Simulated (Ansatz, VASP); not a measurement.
**Cross-check of MgO (MgO (Fm-3m)) between VASP and Ansatz**

Wanted: the spread between two codes on one cell, functional and k mesh. The cell is taken from a series of runs on this material, whose earlier steps may have relaxed, scaled, displaced or heated it; both programs get it as it stands.

Main program and level: Ansatz 0.2.0; plane waves, with VASP 6.6.1 beside it; single point at PBE0 form with 30 % exact exchange with an exact-exchange share of 0.3.

### 1. Set-up

The structure is cubic, space group Fm-3m (No. 225). The conventional cell has a = 4.215 Å, b = 4.215 Å, c = 4.215 Å, α = 90.00°, β = 90.00°, γ = 90.00°. Nearest to Mg lie 6 O at 2.11 Å. O has 6 Mg at 2.11 Å nearest. Farther neighbours and most contacts between anions are not listed.

Structure file:

```xyz
2
Lattice="0.0000 2.1074 2.1074 2.1074 0.0000 2.1074 2.1074 2.1074 0.0000" Properties=species:S:1:pos:R:3 pbc="T T T"
Mg    0.0000    0.0000    0.0000
O     2.1074    2.1074    2.1074
```

### 2. VASP: single point, PBE0 form with 30 % exact exchange with an exact-exchange share of 0.3

A single point gives forces, pressure and levels at one fixed geometry, so differences don't come from the geometry; what else differs is listed under the comparison.

Lines of VASP's logs that name or quote its potential files are left out, and so is its time.

The run reads the wave functions of an earlier VASP run, which isn't shown here.

Contents of INCAR:

```
SYSTEM = MgO
PREC = Accurate
ENCUT = 520
EDIFF = 1E-06
NELM = 100
ISMEAR = 0
SIGMA = 0.01
LREAL = .FALSE.
ALGO = Normal
LHFCALC = .TRUE.
AEXX = 0.3
GGA = PE
LASPH = .TRUE.
NBANDS = 10
PRECFOCK = Fast
LORBIT = 11
LWAVE = .FALSE.
LCHARG = .FALSE.
ISIF = 2
```

Contents of POSCAR:

```
MgO
1.0
    0.0000000000      2.1074328500      2.1074328500
    2.1074328500      0.0000000000      2.1074328500
    2.1074328500      2.1074328500      0.0000000000
Mg O
1 1
Direct
    0.0000000000      0.0000000000      0.0000000000
    0.5000000000      0.5000000000      0.5000000000
```

Contents of KPOINTS:

```
Automatic mesh
0
Gamma
3 3 4
0 0 0
```

Potentials, in the order of the species: Mg and O (PBE family, release 64).

Launch:

```
$ export OMP_NUM_THREADS=3
$ mpirun -np 1 vasp_std
```

Numbers of over 12 decimals in the logs are rounded to 6 here.

The program printed:

```text
[banner, memory and clock lines left out]
running    1 mpi-ranks, on    1 nodes
 distrk:  each k-point on    1 cores,    1 groups
 distr:  one band on    1 cores,    1 groups
 Offloading initialized ...    1 GPUs detected
 POSCAR found type information on POSCAR MgO
 POSCAR found :  2 types and       2 ions
 LDA part: xc-table for (Slater+PW92), standard interpolation
|                                                                             |
|           W    W    AA    RRRRR   N    N  II  N    N   GGGG   !!!           |
|           W    W   A  A   R    R  NN   N  II  NN   N  G    G  !!!           |
|           W    W  A    A  R    R  N N  N  II  N N  N  G       !!!           |
|           W WW W  AAAAAA  RRRRR   N  N N  II  N  N N  G  GGG   !            |
|           WW  WW  A    A  R   R   N   NN  II  N   NN  G    G                |
|           W    W  A    A  R    R  N    N  II  N    N   GGGG   !!!           |
|                                                                             |
|     Your reciprocal lattice and k-lattice belong to different lattice       |
|     classes:                                                                |
|                                                                             |
|        The reciprocal lattice is body-centered cubic,                       |
|        whereas your k-lattice is base-centered monoclinic.                  |
|                                                                             |
|     Results are often still useful ...                                      |
|                                                                             |

 found WAVECAR, reading the header
 POSCAR, INCAR and KPOINTS ok, starting setup
 FFT: planning ... GRIDC
 FFT: planning ... GRID_SOFT
 FFT: planning ... GRID
 reading WAVECAR
 the WAVECAR file was read successfully
 initial charge from wavefunction
 entering main loop
       N       E                     dE             d eps       ncg     rms          rms(c)
DAV:   1    -0.153802727481E+02   -0.15380E+02   -0.42940E-01   280   0.477E+00    0.318E-01
DAV:   2    -0.153839403008E+02   -0.36676E-02   -0.54128E-03   294   0.547E-01    0.228E-01
DAV:   3    -0.153832421571E+02    0.69814E-03   -0.52771E-04   296   0.156E-01    0.145E-01
DAV:   4    -0.153830281341E+02    0.21402E-03   -0.14938E-04   292   0.876E-02    0.907E-02
DAV:   5    -0.153829520074E+02    0.76127E-04   -0.26127E-05   284   0.586E-02    0.529E-02
DAV:   6    -0.153829258556E+02    0.26152E-04   -0.11127E-05   280   0.403E-02    0.295E-02
DAV:   7    -0.153829173500E+02    0.85055E-05   -0.33424E-06   284   0.217E-02    0.169E-02
DAV:   8    -0.153829144619E+02    0.28881E-05   -0.11768E-06   152   0.117E-02    0.996E-03
DAV:   9    -0.153829135066E+02    0.95527E-06   -0.50986E-07   142   0.800E-03
   1 F= -.15382914E+02 E0= -.15382914E+02  d E =-.128293E-36
```

Parts of OUTCAR (step 2):

```text
ion  position               nearest neighbor table
   1  0.000  0.000  0.000-   2 2.11   2 2.11   2 2.11   2 2.11   2 2.11   2 2.11
   2  0.500  0.500  0.500-   1 2.11   1 2.11   1 2.11   1 2.11   1 2.11   1 2.11

  LATTYP: Found a face centered cubic cell.
 ALAT       =     4.2148657000

 Subroutine GETGRP returns: Found 48 space group operations
 (whereof 48 operations were pure point group operations)

The static configuration has the point symmetry O_h .

 Found     14 irreducible k-points:

   k-points           NKPTS =     14   k-points in BZ     NKDIM =     36   number of bands    NBANDS=     10

   dimension x,y,z NGX =    24 NGY =   24 NGZ =   24
   dimension x,y,z NGXF=    48 NGYF=   48 NGZF=   48

   ENCUT  =  520.0 eV  38.22 Ry    6.18 a.u.   5.54  5.54  5.54*2*pi/ulx,y,z

   NELECT =       8.0000    total number of electrons

 k-points in reciprocal lattice and weights: Automatic mesh
   0.00000000  0.00000000  0.00000000       0.028
   0.33333333  0.00000000  0.00000000       0.111
   0.33333333  0.33333333  0.00000000       0.056
  -0.33333333  0.33333333  0.00000000       0.056
   0.00000000  0.00000000  0.25000000       0.056
   0.33333333  0.00000000  0.25000000       0.111
  -0.33333333  0.00000000  0.25000000       0.111
   0.33333333  0.33333333  0.25000000       0.056
  -0.33333333  0.33333333  0.25000000       0.111
[...]
0.33333333  0.33333333  0.50000000       0.056
  -0.33333333  0.33333333  0.50000000       0.056

  exchange ACFDT corr.  =         0.00000000  see jH, gK, PRB 81, 115126

 average (electrostatic) potential at core
       1 -29.4692       2 -61.6440

 E-fermi :   1.2826

 k-point     1 :       0.0000    0.0000    0.0000
  band No.  band energies     occupation
      1     -17.9274      2.00000
      2       1.1617      2.00000
      3       1.1621      2.00000
      4       1.1953      2.00000
      5       8.9563      0.00000
      6      20.2903      0.00000
      7      20.2907      0.00000
      8      20.2912      0.00000
      9      24.1647      0.00000
    ...

 k-point     2 :       0.3333    0.0000    0.0000
  band No.  band energies     occupation
      1     -16.9539      2.00000
      2      -2.7587      2.00000
      3       0.6195      2.00000
      4       0.6409      2.00000
      5      11.9823      0.00000
      6      16.9603      0.00000
      7      21.1272      0.00000
      8      21.1345      0.00000
      9      25.6578      0.00000
    ...

 k-point     3 :       0.3333    0.3333    0.0000
  band No.  band energies     occupation
      1     -16.7152      2.00000
      2      -2.5191      2.00000
      3       0.0030      2.00000
      4       0.0251      2.00000
      5      13.7753      0.00000
      6      14.2950      0.00000
      7      18.4863      0.00000
      8      23.0848      0.00000
      9      23.0858      0.00000
    ...

  Total       -0.3418746     -0.3418746     -0.3418746      0.0000000      0.0000000      0.0000000
  in kB      -29.2608017    -29.2608017    -29.2608017      0.0000000      0.0000000      0.0000000
  external PRESSURE =     -29.2608017 kB  Pullay stress =       0.0000000 kB

  energy-cutoff  :      520.00
  volume of cell :       18.72
      direct lattice vectors                 reciprocal lattice vectors
     0.000000000  2.107432850  2.107432850    -0.237255484  0.237255484  0.237255484
     2.107432850  0.000000000  2.107432850     0.237255484 -0.237255484  0.237255484
     2.107432850  2.107432850  0.000000000     0.237255484  0.237255484 -0.237255484

 POSITION                                       TOTAL-FORCE (eV/Angst)
 -----------------------------------------------------------------------------------
      0.00000      0.00000      0.00000         0.000000     -0.000000      0.000000
      2.10743      2.10743      2.10743         0.000000      0.000000     -0.000000
 -----------------------------------------------------------------------------------
    total drift:                               -0.000000      0.000000      0.000000

  FREE ENERGIE OF THE ION-ELECTRON SYSTEM (eV)
  ---------------------------------------------------
  free  energy   TOTEN  =       -15.3829135066 eV

  energy  without entropy=      -15.3829135066  energy(sigma->0) =      -15.38291351

 total charge
# of ion       s       p       d       tot
------------------------------------------
    1        0.142   0.176   0.077   0.395
    2        1.545   3.595   0.000   5.141
--------------------------------------------------
tot          1.687   3.771   0.077   5.535

[... 3 further parts left out ...]
```

The run ends at a pressure of -2.93 GPa.

(Part 1 of 2 ends here.)

[Lines on the potential files, build, host, timing and source positions are cut from VASP's logs without a mark.]

[Logs are printed without paths, hosts, clocks, repeated set-up lines and the standing remarks that a program may print on its own settings, such as how far it seeks lower states.]

[Hosts, paths, dates, database ids (printed as entryN), source tags and the programs' standing remarks are cut or masked in the printed files.]
